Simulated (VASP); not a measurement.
Here is the system:

```
PbF2
1.0
    0.00000     3.04053     2.95468
    2.95554     0.00000     2.95468
    2.95554     3.04053     0.00000
Pb F
1 2
Direct
  0.00000   0.00000   0.00000
  0.25000   0.25000   0.25000
  0.74033   0.75967   0.75967
```

Method: RPBE GGA, VASP's PBE PAW potentials (set 64) (plane waves; VASP). Numerical set-up: 520 eV cut-off, 6×6×6 Γ-centred mesh, Gaussian smearing of 0.050 eV, potentials Pb_d F.

### Question
Predict the energy per atom (σ→0), pressure, largest force.

### Answer

```yaml
energy per atom (σ→0): -4.498 eV/atom
pressure: 4.17 GPa
largest_force: 0.154 eV/Å
```

Only differences to runs with the same potentials and settings are physical.

The compound is PbF2 in the fluorite structure, the β form. The cell was not relaxed at this level, atoms are displaced from their ideal sites. The run is one of a series of settings (GGA = RP against the base run), some of them coarse on purpose.
